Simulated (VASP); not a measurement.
All values below come from PBE GGA with spin-orbit coupling, VASP's PBE PAW potentials (set 64) (plane waves; VASP).

VASP input:

### POSCAR
```
AlRu
1.0
  2.9900000000   0.0000000000   0.0000000000
  0.0000000000   2.9900000000   0.0000000000
  0.0000000000   0.0000000000  21.4750000000
Al Ru
3 3
Cart
  1.4872170300   1.4642657900   7.0142504000
  1.4979630900   1.4553256900   9.9558100000
  1.4099584200   1.4322997000  12.9742286250
  0.0829246600   0.0959520900   8.4603769000
  0.0008372000  -0.0037913200  11.5299704500
  0.0060966100   0.0409480500  14.4903421500
```

INCAR:
```
SYSTEM = AlRu
PREC = Accurate
ENCUT = 300
EDIFF = 1E-6
NELM = 100
ALGO = Normal
LREAL = .FALSE.
LASPH = .TRUE.
ISMEAR = -1
SIGMA = 0.1
GGA = PE
LMAXMIX = 4
LWAVE = .FALSE.
LCHARG = .FALSE.
ISIF = 2
LSORBIT = .TRUE.
LNONCOLLINEAR = .TRUE.
MAGMOM = 0.0 0.0 0.0 0.0 0.0 0.0 0.0 0.0 0.0 0.0 0.0 0.0 0.0 0.0 0.0 0.0 0.0 0.0
GGA_COMPAT = .FALSE.
LORBIT = 11
```

File KPOINTS:
```
Automatic mesh
0
Gamma
6 6 1
0 0 0
```

POTCAR, in this order: Al Ru_pv (PBE.64 set). Program: vasp_ncl.

The resulting files:

OSZICAR:
```
       N       E                     dE             d eps       ncg     rms          rms(c)
DAV:   1     0.267804754729E+03    0.26780E+03   -0.23808E+04  6024   0.991E+02
DAV:   2    -0.297867992193E+02   -0.29759E+03   -0.28718E+03  4844   0.315E+02
DAV:   3    -0.436752921931E+02   -0.13888E+02   -0.13379E+02  5620   0.564E+01
DAV:   4    -0.441532014718E+02   -0.47791E+00   -0.47358E+00  5812   0.925E+00
DAV:   5    -0.441712340652E+02   -0.18033E-01   -0.17997E-01  6176   0.163E+00    0.189E+01
DAV:   6    -0.502596193235E+02   -0.60884E+01   -0.53768E+01  5532   0.406E+01    0.219E+01
DAV:   7    -0.428594668477E+02    0.74002E+01   -0.36024E+01  5520   0.448E+01    0.134E+01
DAV:   8    -0.431890486626E+02   -0.32958E+00   -0.65481E+01  5556   0.284E+01    0.106E+01
DAV:   9    -0.407522946603E+02    0.24368E+01   -0.86257E+00  5448   0.193E+01    0.592E+00
DAV:  10    -0.402186333787E+02    0.53366E+00   -0.28583E+00  5244   0.831E+00    0.259E+00
DAV:  11    -0.401676963904E+02    0.50937E-01   -0.13133E+00  5072   0.550E+00    0.373E+00
DAV:  12    -0.400190810942E+02    0.14862E+00   -0.29406E-01  5236   0.267E+00    0.198E+00
DAV:  13    -0.399480244123E+02    0.71057E-01   -0.22664E-01  4708   0.199E+00    0.493E-01
DAV:  14    -0.399489086928E+02   -0.88428E-03   -0.19044E-02  4692   0.863E-01    0.543E-01
DAV:  15    -0.399468911222E+02    0.20176E-02   -0.38382E-03  5380   0.368E-01    0.324E-01
DAV:  16    -0.399461823156E+02    0.70881E-03   -0.23888E-03  5272   0.319E-01    0.135E-01
DAV:  17    -0.399462648343E+02   -0.82519E-04   -0.99328E-04  4924   0.177E-01    0.331E-02
DAV:  18    -0.399463340170E+02   -0.69183E-04   -0.36764E-04  4752   0.809E-02    0.349E-02
DAV:  19    -0.399463559592E+02   -0.21942E-04   -0.74729E-05  4916   0.389E-02    0.312E-02
DAV:  20    -0.399464154745E+02   -0.59515E-04   -0.90670E-05  4100   0.467E-02    0.129E-02
DAV:  21    -0.399464400112E+02   -0.24537E-04   -0.13993E-05  4276   0.190E-02    0.937E-03
DAV:  22    -0.399464787239E+02   -0.38713E-04   -0.14069E-05  4124   0.158E-02    0.746E-03
DAV:  23    -0.399465536498E+02   -0.74926E-04   -0.98205E-06  4032   0.979E-03    0.431E-03
DAV:  24    -0.399465985951E+02   -0.44945E-04   -0.28558E-06  3512   0.551E-03    0.439E-03
DAV:  25    -0.399466348788E+02   -0.36284E-04   -0.26026E-06  3252   0.591E-03    0.165E-03
DAV:  26    -0.399466497950E+02   -0.14916E-04   -0.11518E-06  2980   0.354E-03    0.196E-03
DAV:  27    -0.399466534155E+02   -0.36205E-05   -0.27830E-07  2988   0.196E-03    0.150E-03
DAV:  28    -0.399466537367E+02   -0.32116E-06   -0.35042E-08  2380   0.738E-04
   1 F= -.39946654E+02 E0= -.39849369E+02  d E =-.194569E+00  mag=     0.0041    -0.0001     0.0016
```

### OUTCAR
```
------------------------ aborting loop because EDIFF is reached ----------------------------------------
  FORCE on cell =-STRESS in cart. coord.  units (eV):
  Direction    XX          YY          ZZ          XY          YZ          ZX
  --------------------------------------------------------------------------------------
  Total       -1.6682851     -1.7561931     -2.7650014      0.5120516     -0.2527164      0.1310549
  in kB      -13.9221182    -14.6557248    -23.0743985      4.2731559     -2.1089607      1.0936747
  external PRESSURE =     -17.2174138 kB  Pullay stress =       0.0000000 kB
  volume of cell :      191.99
      direct lattice vectors                 reciprocal lattice vectors
     2.990000000  0.000000000  0.000000000     0.334448161  0.000000000  0.000000000
     0.000000000  2.990000000  0.000000000     0.000000000  0.334448161  0.000000000
     0.000000000  0.000000000 21.475000000     0.000000000  0.000000000  0.046565774
 POSITION                                       TOTAL-FORCE (eV/Angst)
 -----------------------------------------------------------------------------------
      1.48722      1.46427      7.01425         0.397138      0.535846      0.921120
      1.49796      1.45533      9.95581         0.306390      0.646805      0.524170
      1.40996      1.43230     12.97423         0.710822      0.620110      0.355278
      0.08292      0.09595      8.46038        -0.742961     -1.099590     -1.066417
      0.00084      2.98621     11.52997        -0.366220     -0.336356     -0.325773
      0.00610      0.04095     14.49034        -0.305170     -0.366816     -0.408378
 -----------------------------------------------------------------------------------
    total drift:                               -0.000687     -0.000132      0.001279
  FREE ENERGIE OF THE ION-ELECTRON SYSTEM (eV)
  ---------------------------------------------------
  free  energy   TOTEN  =       -39.9466537367 eV

  energy  without entropy=      -39.7520849420  energy(sigma->0) =      -39.84936934

 total charge

# of ion       s       p       d       tot
------------------------------------------
    1        0.430   0.347   0.000   0.777
    2        0.387   0.415   0.000   0.802
    3        0.402   0.419   0.000   0.821
    4        0.332   6.246   6.251  12.830
    5        0.334   6.244   6.190  12.768
    6        0.299   6.119   6.085  12.503
--------------------------------------------------
tot          2.185  19.790  18.526  40.501

 magnetization (x)

# of ion       s       p       d       tot
------------------------------------------
    1       -0.000   0.000   0.000   0.000
    2       -0.000   0.000   0.000  -0.000
    3       -0.000  -0.000   0.000  -0.000
    4       -0.000   0.000  -0.000  -0.000
    5       -0.000  -0.000   0.000   0.000
    6        0.000   0.000   0.004   0.005
--------------------------------------------------
tot          0.000   0.000   0.005   0.005

 magnetization (y)

# of ion       s       p       d       tot
------------------------------------------
    1        0.000  -0.000   0.000   0.000
    2        0.000   0.000   0.000   0.000
    3        0.000   0.000   0.000   0.000
    4        0.000  -0.000   0.000   0.000
    5        0.000   0.000  -0.000  -0.000
    6       -0.000  -0.000  -0.000  -0.000
--------------------------------------------------
tot          0.000  -0.000  -0.000  -0.000

 magnetization (z)

# of ion       s       p       d       tot
------------------------------------------
    1       -0.000   0.000   0.000   0.000
    2       -0.000   0.000   0.000  -0.000
    3       -0.000  -0.000   0.000  -0.000
    4       -0.000   0.000  -0.000  -0.000
    5       -0.000  -0.000   0.000   0.000
    6        0.000   0.000   0.002   0.002
--------------------------------------------------
tot          0.000   0.000   0.002   0.002

 Ion:    1  E_soc:     -0.0003136

 Ion:    2  E_soc:     -0.0003201

 Ion:    3  E_soc:     -0.0003631

 Ion:    4  E_soc:     -0.2612084

 Ion:    5  E_soc:     -0.2644051

 Ion:    6  E_soc:     -0.2910702
```
(Selected blocks of OUTCAR.)

**OUTCAR**
```
 val. band max:        2.4321958066   @ k =   0.0000   0.0000   0.0000

 cond. band min:       2.4537188509   @ k =   0.5000   0.1667   0.0000


 Fermi energy:         2.4335672599

 k-point     1 :       0.0000    0.0000    0.0000
  band No.  band energies     occupation
      1     -41.6552      1.00000
      2     -41.6552      1.00000
      3     -41.5978      1.00000
      4     -41.5976      1.00000
      5     -41.5563      1.00000
      6     -41.5551      1.00000
      7     -38.4420      1.00000
      8     -38.4419      1.00000
      9     -38.3899      1.00000
     10     -38.3894      1.00000
     11     -38.3308      1.00000
     12     -38.3308      1.00000
     13     -38.3082      1.00000
     14     -38.3064      1.00000
     15     -38.2386      1.00000
     16     -38.2385      1.00000
     17     -38.2166      1.00000
     18     -38.2151      1.00000
     19      -6.9244      1.00000
     20      -6.9244      1.00000
     21      -5.8590      1.00000
     22      -5.8589      1.00000
     23      -4.1096      1.00000
     24      -4.1094      1.00000
     25      -2.5107      1.00000
     26      -2.5105      1.00000
     27      -1.3474      1.00000
     28      -1.3473      1.00000
     29      -1.0557      1.00000
     30      -1.0556      1.00000
     31      -0.7190      1.00000
     32      -0.7186      1.00000
     33      -0.6676      1.00000
     34      -0.6660      1.00000
     35      -0.1643      1.00000
     36      -0.1616      1.00000
     37       1.0016      1.00000
     38       1.0017      1.00000
     39       1.1284      1.00000
     40       1.1285      1.00000
     41       1.5797      0.99980
     42       1.5801      0.99980
     43       1.7146      0.99925
     44       1.7150      0.99924
     45       2.3162      0.76382
     46       2.3173      0.76174
     47       2.4313      0.50573
     48       2.4322      0.50343
     49       2.5107      0.31615
     50       2.5116      0.31419
     51       2.6045      0.15320
...
```

At this cut-off the stress carries a Pulay error, which pulls relaxed volumes low. The cell holds a wide vacuum, so values per volume refer to the whole cell.

The cell is a sheet with vacuum, built from a generated structure.
